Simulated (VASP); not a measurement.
Method: PBEsol GGA, VASP's PBE PAW potentials (set 64) (plane waves; VASP 6.6.1).

VASP input:

### POSCAR
```
Be
1
    1.1301213818    -1.9574274841    -0.0391485497
    1.1301213818     1.9574274841     0.0391485497
    0.0000000000     0.0710192464     3.5509623198
Be
2
Direct
  0.3333330000   0.6666670000   0.2500000000
  0.6666670000   0.3333330000   0.7500000000
```

### INCAR
```
SYSTEM = Be
PREC = Accurate
ENCUT = 480
EDIFF = 1E-7
NELM = 100
ALGO = Normal
LREAL = .FALSE.
LASPH = .TRUE.
ISMEAR = 1
SIGMA = 0.1
GGA = PS
LWAVE = .FALSE.
LCHARG = .FALSE.
ISIF = 2
```

File KPOINTS:
```
Automatic mesh
0
Gamma
18 18 10
0 0 0
```

POTCAR, in this order: Be (PBE.64 set). Program: vasp_std.

Problem. What does the run give for the energy per atom (σ→0), band gap (on the k-mesh)?

Solution. 
```
Property                                                     Value
------------------------  ----------------------------------------
energy per atom (σ→0)                               -3.990 eV/atom
band gap (on the k-mesh)  none (metal, semimetal or under 0.01 eV)
```

File OSZICAR:
```
...
DAV:   4    -0.801264508200E+01   -0.45043E-04   -0.45043E-04 15444   0.139E-01
DAV:   5    -0.801264513828E+01   -0.56280E-07   -0.56424E-07 13164   0.216E-03    0.125E+00
DAV:   6    -0.798925227957E+01    0.23393E-01   -0.26766E-03 11424   0.741E-01    0.762E-01
DAV:   7    -0.797947441775E+01    0.97779E-02   -0.37954E-03 11574   0.764E-01    0.146E-02
DAV:   8    -0.797947266787E+01    0.17499E-05   -0.14257E-05 16554   0.369E-02    0.614E-03
DAV:   9    -0.797947330621E+01   -0.63834E-06   -0.46378E-07 12444   0.640E-03    0.504E-04
DAV:  10    -0.797947328866E+01    0.17555E-07   -0.89278E-10  9930   0.252E-04
   1 F= -.79794733E+01 E0= -.79795101E+01  d E =0.110492E-03
```

The compound is Be in the hcp structure. This cell was strained or had an atom moved on purpose.
